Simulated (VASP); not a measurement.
OSZICAR of a VASP run on PdIn (CsCl type):

**OSZICAR**
```
       N       E                     dE             d eps       ncg     rms          rms(c)
DAV:   1     0.144820756946E+03    0.14482E+03   -0.10777E+04  1711   0.188E+03
DAV:   2    -0.194484321597E+02   -0.16427E+03   -0.16040E+03  1743   0.394E+02
DAV:   3    -0.272907259820E+02   -0.78423E+01   -0.77236E+01  2128   0.922E+01
DAV:   4    -0.274029737335E+02   -0.11225E+00   -0.11225E+00  1985   0.106E+01
DAV:   5    -0.274081920638E+02   -0.52183E-02   -0.52183E-02  2543   0.210E+00    0.280E+01
DAV:   6    -0.520873847647E+01    0.22199E+02   -0.62710E+01  1792   0.149E+02    0.763E+00
DAV:   7    -0.360866590974E+01    0.16001E+01   -0.40092E+00  2114   0.336E+01    0.505E+00
DAV:   8    -0.360077674472E+01    0.78892E-02   -0.65607E-01  1841   0.770E+00    0.230E+00
DAV:   9    -0.357326447564E+01    0.27512E-01   -0.49226E-01  2121   0.144E+01    0.200E+00
DAV:  10    -0.355478080817E+01    0.18484E-01   -0.32351E-02  2107   0.344E+00    0.659E-01
DAV:  11    -0.354919262661E+01    0.55882E-02   -0.13491E-02  2212   0.215E+00    0.156E-01
DAV:  12    -0.354871561013E+01    0.47702E-03   -0.40890E-03  2149   0.131E+00    0.755E-02
DAV:  13    -0.354858769806E+01    0.12791E-03   -0.29875E-03  2135   0.947E-01    0.110E-01
DAV:  14    -0.354868974600E+01   -0.10205E-03   -0.17327E-03  2058   0.643E-01    0.101E-02
DAV:  15    -0.354870180856E+01   -0.12063E-04   -0.63002E-05  2226   0.132E-01    0.136E-02
DAV:  16    -0.354870140423E+01    0.40433E-06   -0.10725E-05  2177   0.649E-02    0.648E-03
DAV:  17    -0.354870191528E+01   -0.51106E-06   -0.82120E-06  1848   0.315E-02    0.745E-03
DAV:  18    -0.354870197700E+01   -0.61721E-07   -0.77052E-06  1785   0.333E-02    0.329E-03
DAV:  19    -0.354870242897E+01   -0.45197E-06   -0.92503E-08  1092   0.432E-03    0.775E-04
DAV:  20    -0.354870255921E+01   -0.13023E-06   -0.17352E-08   938   0.223E-03    0.252E-04
DAV:  21    -0.354870255434E+01    0.48713E-08   -0.60302E-09   924   0.131E-03
   1 F= -.35487026E+01 E0= -.35483783E+01  d E =-.972790E-03
```

### Question
Which electronic solver shows in the log?

### Answer
It is blocked Davidson (ALGO = Normal, or the opening steps of other solvers). The INCAR had ALGO = Normal.

### Question
Can the final energy be trusted as converged?

### Answer
The run converged. It stopped with EDIFF = 1E-7, NELM = 100 (MS2 meta-GGA, plane waves, VASP's PBE PAW potentials (set 64)).

The compound is PdIn in the CsCl type structure. This cell is one point of a volume scan, at 0.97 of the reference volume. The electron count is odd and the run is not spin-polarised, which forces a metal.
